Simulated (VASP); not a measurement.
Output of a VASP run:

**OSZICAR**
```
...
       N       E                     dE             d eps       ncg     rms          rms(c)
DAV:   1    -0.620940503690E+01   -0.18023E+01   -0.34275E+01  2180   0.541E+01    0.822E+00
DAV:   2    -0.469519923647E+01    0.15142E+01   -0.29341E+00  2177   0.139E+01    0.261E+00
DAV:   3    -0.446428903450E+01    0.23091E+00   -0.69738E-01  2183   0.708E+00    0.218E+00
DAV:   4    -0.445181058325E+01    0.12478E-01   -0.19267E-02  2206   0.886E-01    0.344E-01
DAV:   5    -0.445041574537E+01    0.13948E-02   -0.61205E-03  2361   0.664E-01    0.449E-02
DAV:   6    -0.445040829057E+01    0.74548E-05   -0.13804E-04  2212   0.937E-02    0.316E-02
DAV:   7    -0.445040825961E+01    0.30965E-07   -0.11625E-05  2277   0.295E-02    0.689E-03
DAV:   8    -0.445040841159E+01   -0.15198E-06   -0.37094E-07  1156   0.486E-03
   2 F= -.44504084E+01 E0= -.44500036E+01  d E =-.433189E-01
       N       E                     dE             d eps       ncg     rms          rms(c)
DAV:   1    -0.445842314690E+01   -0.80149E-02   -0.14883E-01  2180   0.343E+00    0.516E-01
DAV:   2    -0.445151185715E+01    0.69113E-02   -0.15021E-02  2178   0.101E+00    0.163E-01
DAV:   3    -0.445057754189E+01    0.93432E-03   -0.31872E-03  2182   0.483E-01    0.123E-01
DAV:   4    -0.445052929004E+01    0.48252E-04   -0.12605E-04  2213   0.585E-02    0.124E-02
DAV:   5    -0.445052499663E+01    0.42934E-05   -0.38114E-05  2271   0.520E-02    0.770E-03
DAV:   6    -0.445052450449E+01    0.49213E-06   -0.12487E-06  1170   0.931E-03
   3 F= -.44505245E+01 E0= -.44501100E+01  d E =-.434350E-01
       N       E                     dE             d eps       ncg     rms          rms(c)
DAV:   1    -0.445132432084E+01   -0.79932E-03   -0.15125E-02  2181   0.109E+00    0.163E-01
DAV:   2    -0.445061370649E+01    0.71061E-03   -0.15488E-03  2178   0.325E-01    0.516E-02
DAV:   3    -0.445052122782E+01    0.92479E-04   -0.32411E-04  2181   0.154E-01    0.388E-02
DAV:   4    -0.445052220123E+01   -0.97341E-06   -0.13564E-05  2101   0.190E-02    0.465E-03
DAV:   5    -0.445052133947E+01    0.86176E-06   -0.36929E-06  1782   0.162E-02
   4 F= -.44505213E+01 E0= -.44501100E+01  d E =-.434319E-01
       N       E                     dE             d eps       ncg     rms          rms(c)
DAV:   1    -0.445291478906E+01   -0.23926E-02   -0.82832E-02  2246   0.225E+00    0.201E-01
DAV:   2    -0.445154175389E+01    0.13730E-02   -0.11143E-03  2244   0.341E-01    0.116E-01
DAV:   3    -0.445089258287E+01    0.64917E-03   -0.10848E-03  2252   0.325E-01    0.315E-02
DAV:   4    -0.445088903022E+01    0.35527E-05   -0.86796E-05  2279   0.757E-02    0.671E-03
DAV:   5    -0.445088854392E+01    0.48630E-06   -0.41538E-06  2303   0.194E-02
   5 F= -.44508885E+01 E0= -.44504596E+01  d E =-.367204E-03
       N       E                     dE             d eps       ncg     rms          rms(c)
DAV:   1    -0.446940752941E+01   -0.18518E-01   -0.74564E-01  2246   0.674E+00    0.600E-01
DAV:   2    -0.445736336633E+01    0.12044E-01   -0.96556E-03  2227   0.100E+00    0.346E-01
DAV:   3    -0.445159778403E+01    0.57656E-02   -0.96250E-03  2258   0.966E-01    0.928E-02
DAV:   4    -0.445157882541E+01    0.18959E-04   -0.76739E-04  2268   0.225E-01    0.200E-02
DAV:   5    -0.445157363652E+01    0.51889E-05   -0.37306E-05  2328   0.584E-02    0.110E-02
DAV:   6    -0.445157286753E+01    0.76898E-06   -0.33910E-06  2087   0.168E-02
   6 F= -.44515729E+01 E0= -.44510476E+01  d E =-.105153E-02
```

OUTCAR:
```
------------------------ aborting loop because EDIFF is reached ----------------------------------------
  FORCE on cell =-STRESS in cart. coord.  units (eV):
  Direction    XX          YY          ZZ          XY          YZ          ZX
  --------------------------------------------------------------------------------------
  Total        0.0148212      0.0148212     -0.0097432      0.0000000      0.0000000     -0.0000000
  in kB        0.3814582      0.3814582     -0.2507639      0.0000000      0.0000000     -0.0000000
  external PRESSURE =       0.1707175 kB  Pullay stress =       0.0000000 kB
  volume of cell :       62.25
      direct lattice vectors                 reciprocal lattice vectors
     1.785739027 -3.092990836  0.000000000     0.279996121 -0.161655830 -0.000000000
     1.785739027  3.092990836 -0.000000000     0.279996121  0.161655830 -0.000000000
     0.000000000 -0.000000000  5.635351774     0.000000000  0.000000000  0.177451212
 POSITION                                       TOTAL-FORCE (eV/Angst)
 -----------------------------------------------------------------------------------
      1.78574      1.03100      1.40884        -0.000000      0.000000      0.000000
      1.78574     -1.03100      4.22651         0.000000     -0.000000     -0.000000
 -----------------------------------------------------------------------------------
    total drift:                               -0.000019      0.000476      0.000010
  FREE ENERGIE OF THE ION-ELECTRON SYSTEM (eV)
  ---------------------------------------------------
  free  energy   TOTEN  =        -4.4515728675 eV

  energy  without entropy=       -4.4499971286  energy(sigma->0) =       -4.45104762

 reached required accuracy - stopping structural energy minimisation
```
(Selected blocks of OUTCAR.)

**POSCAR**
```
Tl
1
    1.7300000000    -2.9964480000     0.0000000000
    1.7300000000     2.9964480000     0.0000000000
    0.0000000000     0.0000000000     5.5200000000
Tl
2
Direct
  0.3333330000   0.6666670000   0.2500000000
  0.6666670000   0.3333330000   0.7500000000
```

Q: Reconstruct the remaining input files.

A: This is not unique; one that fits is the input of the run itself, PBE GGA, plane waves, VASP's PBE PAW potentials (set 64).

**KPOINTS**
```
Automatic mesh
0
Gamma
11 11 6
0 0 0
```

INCAR:
```
! general
SYSTEM  = Tl
PREC    = Accurate
ENCUT   = 400
LREAL   = .False.
LASPH   = .True.

! electronic loop
EDIFF   = 1E-6
NELM    = 100
ALGO    = Normal
LMAXMIX = 4

! smearing
ISMEAR  = 1
SIGMA   = 0.1

! functional
GGA     = PE

! ions
IBRION  = 2
NSW     = 60
ISIF    = 3
EDIFFG  = -0.01

! output
LWAVE   = .False.
LCHARG  = .False.
```

POTCAR, in this order: Tl_d (PBE.64 set). Program: vasp_std.

Energy and stress use the plane-wave basis of the starting cell.

The compound is Tl in the hcp structure. This run relaxes it. Symmetry was kept, so distortions that lower it aren't found.
